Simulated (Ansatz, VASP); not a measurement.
# Ba7Si17O41 in two plane-wave programs

Wanted: the spread between two codes on one cell, functional and k mesh. The structure shown is frame 133 of Ansatz's trajectory.

Program: Ansatz 0.2.0. Level of theory: plane waves, with VASP 6.6.1 beside it; single point at PBE. Results are calculated unless marked as measured.

**1. Set-up**

The cell holds 65 atoms: 17 Si, 7 Ba and 41 O. Its edges and angles: a = 10.034 Å, b = 10.034 Å, c = 10.034 Å, α = 90.0°, β = 90.0°, γ = 90.0°. As first built, before any earlier steps moved the atoms (in the runner's words): 65 atoms (17 Si, 7 Ba, 41 O) placed at random at 3.34 g/cm^3, melted at 4000 K for 10 ps at fixed volume with the Morse and Coulomb pair potential with partial charges (Pedone, Malavasi, Menziani, Cormack and Segre, J. Phys. Chem. B 110, 11780 (2006)). Quenched from 4000 K to 300 K at 100 K/ps and fixed volume, held 10 ps at zero pressure.

**2. Ansatz: dynamics, PBE**

Ansatz runs on its default PAW (the set named soft_2) files.

One frame of this run of dynamics is then solved in both programs, so the motion causes no difference.

input.yaml reads:

```yaml
crystal:
  lattice:
    - [10.03371, 0.0, 0.0]
    - [0.0, 10.03371, 0.0]
    - [0.0, 0.0, 10.03371]
  atoms:
    - { symbol: Si, position: [0.11357, 0.99035, 0.42734] }
    - { symbol: Si, position: [0.4902, 0.21022, 0.30384] }
    - { symbol: Si, position: [0.25095, 0.2477, 0.52964] }
    - { symbol: Si, position: [0.0467, 0.48182, 0.54924] }
    - { symbol: Si, position: [0.54821, 0.71713, 0.21064] }
    - { symbol: Si, position: [0.96962, 0.06284, 0.90884] }
    - { symbol: Si, position: [0.91392, 0.34984, 0.3108] }
    - { symbol: Si, position: [0.28025, 0.8308, 0.6367] }
    - { symbol: Si, position: [0.33618, 0.2511, 0.05704] }
    - { symbol: Si, position: [0.71901, 0.49058, 0.10124] }
    - { symbol: Si, position: [0.70752, 0.21737, 0.95245] }
    - { symbol: Si, position: [0.30381, 0.75517, 0.03465] }
    - { symbol: Si, position: [0.16739, 0.01213, 0.12585] }
    - { symbol: Si, position: [0.54347, 0.6739, 0.53184] }
    - { symbol: Si, position: [0.8237, 0.05501, 0.40665] }
    - { symbol: Si, position: [0.27685, 0.10702, 0.79791] }
    - { symbol: Si, position: [0.63683, 0.99748, 0.17784] }
    - { symbol: Ba, position: [0.94289, 0.72832, 0.25714] }
    - { symbol: Ba, position: [0.34876, 0.48686, 0.78065] }
    - { symbol: Ba, position: [0.60452, 0.93869, 0.76737] }
    - { symbol: Ba, position: [0.70333, 0.34309, 0.58931] }
    - { symbol: Ba, position: [0.29533, 0.51108, 0.29004] }
    - { symbol: Ba, position: [0.04212, 0.45576, 0.97876] }
    - { symbol: Ba, position: [0.91591, 0.73325, 0.72655] }
    - { symbol: O, position: [0.73105, 0.06742, 0.536] }
    - { symbol: O, position: [0.26638, 0.91969, 0.03454] }
    - { symbol: O, position: [0.19863, 0.73442, 0.71687] }
    - { symbol: O, position: [0.86822, 0.18849, 0.93292] }
    - { symbol: O, position: [0.61152, 0.85281, 0.13558] }
    - { symbol: O, position: [0.88153, 0.95908, 0.83365] }
    - { symbol: O, position: [0.65951, 0.09836, 0.05295] }
    - { symbol: O, position: [0.01437, 0.47569, 0.705] }
    - { symbol: O, position: [0.92657, 0.4098, 0.46817] }
    - { symbol: O, position: [0.28986, 0.21636, 0.67806] }
    - { symbol: O, position: [0.61182, 0.28652, 0.36149] }
    - { symbol: O, position: [0.05667, 0.62325, 0.47693] }
    - { symbol: O, position: [0.41554, 0.77459, 0.58211] }
    - { symbol: O, position: [0.4002, 0.70326, 0.92606] }
    - { symbol: O, position: [0.64644, 0.22652, 0.81043] }
    - { symbol: O, position: [0.15943, 0.69892, 0.06104] }
    - { symbol: O, position: [0.36806, 0.23664, 0.42084] }
    - { symbol: O, position: [0.20363, 0.90507, 0.52274] }
    - { symbol: O, position: [0.51704, 0.05796, 0.27053] }
    - { symbol: O, position: [0.5984, 0.5838, 0.15404] }
    - { symbol: O, position: [0.80131, 0.5812, 0.00276] }
    - { symbol: O, position: [0.15414, 0.9646, 0.27634] }
    - { symbol: O, position: [0.0544, 0.37624, 0.25085] }
    - { symbol: O, position: [0.28756, 0.40001, 0.02146] }
    - { symbol: O, position: [0.12395, 0.10637, 0.84477] }
    - { symbol: O, position: [0.17681, 0.38871, 0.52842] }
    - { symbol: O, position: [0.57809, 0.71881, 0.36979] }
    - { symbol: O, position: [0.38654, 0.73058, 0.1851] }
    - { symbol: O, position: [0.44554, 0.27381, 0.17185] }
    - { symbol: O, position: [0.32642, 0.96804, 0.74277] }
    - { symbol: O, position: [0.95514, 0.96452, 0.4426] }
    - { symbol: O, position: [0.02307, 0.00619, 0.05228] }
    - { symbol: O, position: [0.47524, 0.53488, 0.53714] }
    - { symbol: O, position: [0.87687, 0.19634, 0.34269] }
    - { symbol: O, position: [0.36521, 0.17315, 0.9147] }
    - { symbol: O, position: [0.82124, 0.45128, 0.21825] }
    - { symbol: O, position: [0.22248, 0.1579, 0.12429] }
    - { symbol: O, position: [0.75756, 0.98416, 0.28035] }
    - { symbol: O, position: [0.14666, 0.14254, 0.4852] }
    - { symbol: O, position: [0.67479, 0.35781, 0.03018] }
    - { symbol: O, position: [0.67314, 0.687, 0.62028] }
kpoints:
  mp_grid: { grid: [1, 1, 1] }
hamiltonian:
  xc: pbe
scf:
  occupations: { method: fermi_dirac, width: 0.025 }
output:
  forces: true
md:
  timestep: 1.0
  n_steps: 400
  ensemble: nvt_langevin
  temperature: 900
  initial_velocities: maxwell_boltzmann
  seed: 559
```

Launch:

```bash
$ ansatz run input.yaml --threads 4 --pin off --max-ram 8192MiB --backend cpu --events-out ev --progress --plain --runs-dir out
```

Numbers of over 12 decimals in the logs are rounded to 6 here.

What it wrote:

```text
Warning: md: disabling space-group detection — thermal motion breaks the input geometry's symmetry, so no spatial operation reduces the k-mesh or symmetrises the density; time reversal is kept, so that k and −k are solved as one point where they differ and the mesh holds both, and exact exchange and, on two spinor components, a DFT+U term hold to it where the run has them: on two components no moment then forms, and  [...]
Engine: ansatz 0.2.0, aarch64-unknown-linux-gnu
Pseudopotentials: kind: paw
Pseudopotential: Si, paw, valence charge 4, recommended cutoff 420 eV (normal), Si.paw.azcp
Pseudopotential: Ba, paw, valence charge 10, recommended cutoff 420 eV (normal), Ba.paw.azcp
Pseudopotential: O, paw, valence charge 6, recommended cutoff 420 eV (normal), O.paw.azcp
Functional definition: PBE
  parameter kappa = 0.804
  parameter beta = 0.066725
  exchange = pbe_x(kappa = kappa, mu = beta*pi^2/3)
  correlation = pbe_c(beta = beta)
Crystal: 65 atoms, lattice volume = 1010.147 Å³
Basis set: ecut = 420 eV, 19837 PW (Γ), exchange–correlation on 144×144×144 points (8 copies of the dense FFT grid, shifted against one another)
Bands: 257, of which v1, the nominal top of the filled ones, is band 192 counted from 1 (191 counted from 0)
Symmetry: 1 space group operations
k-points: 1
Non-local potential: Si, projectors of the file, l = 0: 2, l = 1: 2, l = 2: 2
Non-local potential: Ba, projectors of the file, l = 0: 3, l = 1: 2, l = 2: 2, l = 3: 2
Non-local potential: O, projectors of the file, l = 0: 2, l = 1: 2, l = 2: 1
PAW form: soft (Blöchl's): semilocal exchange-correlation on the pseudo side does not see the compensation charge
PAW one-centre angular grid: Si, 110 points (default); XC on 64 Gauss nodes
PAW one-centre angular grid: Ba, 194 points (default); XC on 64 Gauss nodes
PAW one-centre angular grid: O, 110 points (default); XC on 64 Gauss nodes
Initial density: superposition of atomic densities (neutral atoms: chi_scale 0, normalization atom), corrected by the library's trained network
Initial wavefunctions: pseudopotential atomic-orbital guess
Functional: x = pbe(κ = 0.804, μ = 0.219515), c = pbe(β = 0.066725)
SCF iter   1: F=—  HF=-75795.031848 eV  |F-HF|=—  |Δ(HF+E_count)|=         —  Δρ=1.96e-3  dr2=3.72e-2  ethr=1.77e-3  ⟨swp⟩=7.0  Hψ=1322  notcnv=0  defer=39
preconditioner: auto → Resta (q_TF=auto, 2.322 Å⁻¹)  ε∞=3.3  [insulator: Δε(μ)=3.645 eV  Ē_g=14.663 eV  σ=0.025 eV  W_gap=1.00  n_scr=202 (ndim 8)  ℏωp=22.5 eV  f_vac=0.122  D(μ)=0.00/eV (n_scr^D=0)  ε∞_Penn≈3.3]
SCF iter   2: F=—  HF=-75795.037611 eV  |F-HF|=—  |Δ(HF+E_count)|=   5.76e-3  Δρ=1.01e-3  dr2=8.83e-3  ethr=9.70e-6  ⟨swp⟩=2.0  Hψ=492  notcnv=0  defer=60
SCF iter   3: F=—  HF=-75795.041220 eV  |F-HF|=—  |Δ(HF+E_count)|=   3.61e-3  Δρ=4.45e-4  dr2=2.37e-3  ethr=2.30e-6  ⟨swp⟩=2.0  Hψ=359  notcnv=0  defer=60
SCF iter   4: F=—  HF=-75795.041567 eV  |F-HF|=—  |Δ(HF+E_count)|=   3.47e-4  Δρ=1.21e-4  dr2=1.83e-4  ethr=6.16e-7  ⟨swp⟩=2.0  Hψ=355  notcnv=0  defer=60
SCF iter   5: F=—  HF=-75795.041635 eV  |F-HF|=—  |Δ(HF+E_count)|=   6.82e-5  Δρ=8.01e-5  dr2=5.78e-5  ethr=4.77e-8  ⟨swp⟩=2.0  Hψ=355  notcnv=0  defer=60
SCF iter   6: F=—  HF=-75795.043090 eV  |F-HF|=—  |Δ(HF+E_count)|=   1.45e-3  Δρ=1.96e-5  dr2=4.07e-6  ethr=1.51e-8  ⟨swp⟩=2.0  Hψ=438  notcnv=0  defer=60
SCF iter   7: F=—  HF=-75795.043092 eV  |F-HF|=—  |Δ(HF+E_count)|=   2.54e-6  Δρ=8.80e-6  dr2=7.90e-7  ethr=1.06e-9  ⟨swp⟩=2.0  Hψ=350  notcnv=0  defer=60
SCF iter   8: F=—  HF=-75795.043093 eV  |F-HF|=—  |Δ(HF+E_count)|=   6.58e-7  Δρ=6.47e-6  dr2=3.58e-7  ethr=2.06e-10  ⟨swp⟩=2.0  Hψ=355  notcnv=0  defer=60
SCF iter   9: F=-75795.043093 eV  HF=-75795.043093 eV  |F-HF|=1.86e-8  |Δ(HF+E_count)|=   1.26e-8  Δρ=1.29e-6  dr2=1.73e-8  ethr=1.69e-11  ⟨swp⟩=3.0  Hψ=837  notcnv=0
SCF 1 converged in 9 iterations: F = -75795.043093 eV  dr2 = 1.73e-8
  greatest PAW one-centre occupation: 0.955 electrons in one spin orbital (limit 2), on the Ba atom at site 20 (counted from 0), in its partial waves of l = 0
md step     0: t =     0.00 fs  T =   886.2 K  F+E_penalty+E_count = -75795.04309297 eV  E_kin = 7.445376 eV  (9 SCF iters)
[... from here on, the SCF cycles and remarks between the steps are left out ...]
md step   390: t =   390.00 fs  T =   782.5 K  F+E_penalty+E_count = -75793.10850840 eV  E_kin = 6.574521 eV  (9 SCF iters)
md step   391: t =   391.00 fs  T =   798.7 K  F+E_penalty+E_count = -75793.15957841 eV  E_kin = 6.710874 eV  (6 SCF iters)
md step   392: t =   392.00 fs  T =   784.3 K  F+E_penalty+E_count = -75793.25771123 eV  E_kin = 6.589764 eV  (6 SCF iters)
md step   393: t =   393.00 fs  T =   798.2 K  F+E_penalty+E_count = -75793.37517897 eV  E_kin = 6.706537 eV  (7 SCF iters)
md step   394: t =   394.00 fs  T =   805.8 K  F+E_penalty+E_count = -75793.51356505 eV  E_kin = 6.770527 eV  (7 SCF iters)
md step   395: t =   395.00 fs  T =   817.9 K  F+E_penalty+E_count = -75793.67440542 eV  E_kin = 6.872161 eV  (6 SCF iters)
md step   396: t =   396.00 fs  T =   832.4 K  F+E_penalty+E_count = -75793.85649334 eV  E_kin = 6.993600 eV  (7 SCF iters)
md step   397: t =   397.00 fs  T =   856.9 K  F+E_penalty+E_count = -75794.03650380 eV  E_kin = 7.199663 eV  (6 SCF iters)
md step   398: t =   398.00 fs  T =   863.9 K  F+E_penalty+E_count = -75794.19080706 eV  E_kin = 7.258633 eV  (6 SCF iters)
md step   399: t =   399.00 fs  T =   883.0 K  F+E_penalty+E_count = -75794.28575249 eV  E_kin = 7.419088 eV  (6 SCF iters)
md step   400: t =   400.00 fs  T =   850.3 K  F+E_penalty+E_count = -75794.31118872 eV  E_kin = 7.144081 eV  (8 SCF iters)
SCF converged after 8 iterations
Free energy (F): -75794.311189 eV
Harris-Foulkes:  -75794.311189 eV  (|F-HF|=4.39e-8)
Internal energy: -75794.311189 eV  (E = F + TS)
E sigma→0 (E₀):  -75794.311189 eV
Fermi energy:    6.330439 eV
--- Per-component energies (eV) ---
  E_band       = -1431.069344
  E_kinetic    = 9236.793279
  E_local      = -24069.508382  (includes V_loc(G=0)·N_el)
  E_nonlocal   = 2773.629792
  E_hartree    = 9037.545773
  E_xc         = -5181.266910
  E_vxc        = -5659.159552  (∫ρ·V_xc dr)
  E_paw        = -51805.605384  (= ΣΔE_a)
  E_vpaw       = -1788.020168  (= ΣTr[D̂ρ^β])
  E_aug_tail   = 0.103235  (compensation charges beyond the density's cutoff)
  E_ewald      = -15786.002591
  E_smearing   = -0.000000  (= −TS)
  E_closure    = -0.000000  (closes the sum)
  Σ components = -75794.311189   (vs F -75794.311189, Δ=0.00e0)
--- Forces (eV/Å), atoms counted from 1 ---
  atom   1  Si     0.75158932     1.67638746     0.76299476
  atom   2  Si    -0.92168668    -0.32962982     0.25200137
  atom   3  Si    -0.43186698     2.65458998    -2.00631083
  atom   4  Si    -1.39514890    -1.76751203     1.84483174
  atom   5  Si    -1.69184603    -0.48630079    -0.35554965
  atom   6  Si     0.28443774    -2.70193845     0.27403351
  atom   7  Si     1.96921974    -1.10265915     2.18966385
  atom   8  Si    -1.42684466     2.49090955     0.64989033
  atom   9  Si    -0.61894440     1.13697208    -0.25321638
  atom  10  Si     2.18963281    -0.02108391     0.35844766
  atom  11  Si    -0.58780740    -0.98655669     1.12935974
  atom  12  Si    -0.72756032     1.77886955    -1.59300349
  atom  13  Si     0.08994909    -0.19856129    -3.14280471
  atom  14  Si     1.34122823    -0.03092008    -1.07492666
  atom  15  Si     1.44124503    -0.05329448    -1.01827340
  atom  16  Si    -3.24715673     0.69783321    -1.24984178
  atom  17  Si     3.73528370     0.66498346    -2.10302664
  atom  18  Ba     0.34877667     0.12056557    -0.69945835
  atom  19  Ba    -0.08439506    -0.61058065     0.71906137
  atom  20  Ba     1.23243801     0.12037441    -0.01199515
  atom  21  Ba     0.76587755     0.46603165     1.17122485
  atom  22  Ba    -0.61649289    -0.79124058     0.15840029
  atom  23  Ba    -0.73955872    -0.77315027    -1.51054858
  atom  24  Ba    -0.27529490     0.90137964     1.22665741
[...]
atom  58  O     -1.54902359    -1.38171384     0.58121777
  atom  59  O      0.94237114     0.32135071     0.75919240
  atom  60  O     -2.05514618     1.06168741    -0.70423325
  atom  61  O     -0.06302918    -0.15408540     0.58467212
  atom  62  O     -2.19890408    -0.60931420    -0.57528494
  atom  63  O      2.29210477    -2.99649939    -0.00263715
  atom  64  O     -1.72146668    -0.33432339     0.26339097
  atom  65  O     -0.28241272    -1.40028457     0.26899974
  max |Σ_I F_I| component: 6.33e-5 eV/Å
--- MD trajectory: 400 steps, t = 0.0 → 400.0 fs ---
  final state: T = 850.3 K   F+E_penalty+E_count = -75794.31118872 eV   E_kin = 7.144081 eV
```

(Continued in part 2 of 2.)

[Lines on the potential files, build, host, timing and source positions are cut from VASP's logs without a mark.]

[Logs are printed without paths, hosts, clocks, repeated set-up lines and the standing remarks that a program may print on its own settings, such as how far it seeks lower states.]

[Hosts, paths, dates, database ids (printed as entryN), source tags and the programs' standing remarks are cut or masked in the printed files.]
